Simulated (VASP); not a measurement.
A convergence study with VASP on Re (hcp): one setting is varied, all else stays as given below, so the limit is that of these other settings. Each run relaxes cell and ions from the cell shown. The basis is that of the starting cell, so low cut-offs carry a Pulay error.

```yaml
crystal:
  lattice:
    - [1.38000, -2.39023, 0.00000]
    - [1.38000, 2.39023, 0.00000]
    - [0.00000, 0.00000, 4.46000]
  atoms:
    - { symbol: Re, position: [0.33333, 0.66667, 0.25000] }
    - { symbol: Re, position: [0.66667, 0.33333, 0.75000] }
```

Calculation: PBE GGA, VASP's PBE PAW potentials (set 64) (plane waves; VASP). The tightest run used: 700 eV cut-off, 13×13×7 Γ-centred mesh, first-order Methfessel-Paxton smearing of 0.10 eV, potentials Re.

```json
[
 {"setting": "ENCUT = 200", "relaxed volume (Å³/atom)": "14.395", "E (eV/atom)": "-12.3783", "plane waves": "197"},
 {"setting": "ENCUT = 250", "relaxed volume (Å³/atom)": "14.859", "E (eV/atom)": "-12.3868", "plane waves": "282"},
 {"setting": "ENCUT = 300", "relaxed volume (Å³/atom)": "14.845", "E (eV/atom)": "-12.4054", "plane waves": "356"}
]
```

Task: These are the cheaper rows. Estimate the results at ENCUT = 700, and how far the last row shown lies from them.

Result: 
```json
[
 {"quantity": "relaxed volume (Å³/atom)", "tightest run": "14.928", "last row shown is off by": "-0.083"},
 {"quantity": "E (eV/atom)", "tightest run": "-12.4265", "last row shown is off by": "0.0211"}
]
```

Left out are rungs that failed or repeat a setting and relaxations that didn't move; long series are thinned to 24 rows.

The compound is Re in the hcp structure.
